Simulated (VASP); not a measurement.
The system is GeSb4Te7.

```
CELL_PARAMETERS angstrom
4.28930 0.00000 0.00000
-2.14465 3.71464 0.00000
0.00000 0.00000 24.63778
ATOMIC_POSITIONS crystal
Ge 0.00000 0.00000 0.50000
Sb 0.66667 0.33333 0.91890
Sb 0.33333 0.66667 0.34975
Sb 0.33333 0.66667 0.08110
Sb 0.66667 0.33333 0.65025
Te 0.33333 0.66667 0.84973
Te 0.66667 0.33333 0.15027
Te 0.00000 0.00000 0.71898
Te 0.66667 0.33333 0.43139
Te 0.33333 0.66667 0.56861
Te 0.00000 0.00000 0.00000
Te 0.00000 0.00000 0.28102
```

The cell is a database's computed one.

| Quantity | Value |
| --- | --- |
| Program | VASP 6.6.1 |
| Task | relaxation of cell and atoms |
| Functional | PBEsol |
| Potentials or basis | VASP PAW PBE potentials, release 64 (Ge_d, Sb, Te) |
| Cutoff | 600 eV |
| k mesh | 9 × 9 × 2 |
| Occupations | gaussian, width 0.03 eV |
| Spin | no spin polarisation |

At the start: pressure -1.5 GPa; volume 32.71 Å³/atom.

Where does the relaxation end?

Over 38 steps the energy falls by 13.0 meV/atom and the volume is 30.52 Å³/atom (-6.7 %); space group P-3m1 (No. 164, to 0.05 Å).

The path:
```csv
step,energy change (eV),largest force (eV/Å),pressure (GPa),volume (Å³)
1,0.0000,0.0781,-1.55,392.56
2,-0.0502,0.3716,0.78,374.90
3,-0.0622,0.2632,0.03,380.14
4,-0.0744,0.1826,0.02,378.86
5,-0.0804,0.1299,0.01,377.14
6,-0.0865,0.1232,-0.02,376.81
7,-0.1001,0.1119,-0.14,375.81
8,-0.1060,0.2898,-0.33,373.71
9,-0.1073,0.2272,-0.28,374.36
10,-0.1119,0.2320,-0.14,372.98
11,-0.1192,0.2463,0.28,368.83
12,-0.1272,0.2159,0.22,368.61
13,-0.1436,0.1263,0.01,367.97
14,-0.1416,0.2079,-0.33,366.67
15,-0.1486,0.1009,-0.15,367.38
16,-0.1506,0.0582,0.10,365.53
17,-0.1506,0.0584,0.10,365.54
18,-0.1517,0.0502,0.02,366.00
19,-0.1521,0.0496,-0.03,366.40
20,-0.1522,0.0569,-0.05,366.56
21,-0.1530,0.0559,0.02,366.22
22,-0.1540,0.0532,0.14,365.32
23,-0.1545,0.0437,0.10,365.53
24,-0.1552,0.0227,-0.03,366.17
25,-0.1552,0.0228,-0.02,366.23
26,-0.1552,0.0241,-0.05,366.35
27,-0.1552,0.0237,-0.04,366.28
28,-0.1553,0.0210,-0.02,366.18
29,-0.1553,0.0164,0.01,365.97
30,-0.1553,0.0152,0.02,365.92
31,-0.1554,0.0124,0.00,366.00
32,-0.1554,0.0135,-0.03,366.25
33,-0.1554,0.0124,-0.02,366.21
34,-0.1555,0.0117,0.01,366.12
35,-0.1555,0.0111,0.01,366.14
36,-0.1555,0.0105,0.01,366.21
37,-0.1556,0.0120,-0.01,366.36
38,-0.1556,0.0064,0.02,366.23
```

Final structure:
```cif
data_structure
_symmetry_space_group_name_H-M 'P 1'
_symmetry_Int_Tables_number 1
_cell_length_a 4.2564
_cell_length_b 4.2564
_cell_length_c 23.3426
_cell_angle_alpha 90.000
_cell_angle_beta 90.000
_cell_angle_gamma 120.000
_cell_volume 366.23
loop_
_atom_site_label
_atom_site_type_symbol
_atom_site_fract_x
_atom_site_fract_y
_atom_site_fract_z
_atom_site_occupancy
Ge1 Ge 0.00000 0.00000 0.50000 1
Sb1 Sb 0.66667 0.33333 0.91608 1
Sb2 Sb 0.33333 0.66667 0.34405 1
Sb3 Sb 0.33333 0.66667 0.08392 1
Sb4 Sb 0.66667 0.33333 0.65595 1
Te1 Te 0.33333 0.66667 0.84253 1
Te2 Te 0.66667 0.33333 0.15747 1
Te3 Te 0.00000 0.00000 0.72937 1
Te4 Te 0.66667 0.33333 0.42903 1
Te5 Te 0.33333 0.66667 0.57097 1
Te6 Te 0.00000 0.00000 0.00000 1
Te7 Te 0.00000 0.00000 0.27063 1
```

Caveat: the PAW data sets were made with another functional, which shifts forces and pressure a little; this functional lacks dispersion, which binds the layers, so the pressure and a relaxed spacing across them are unreliable.
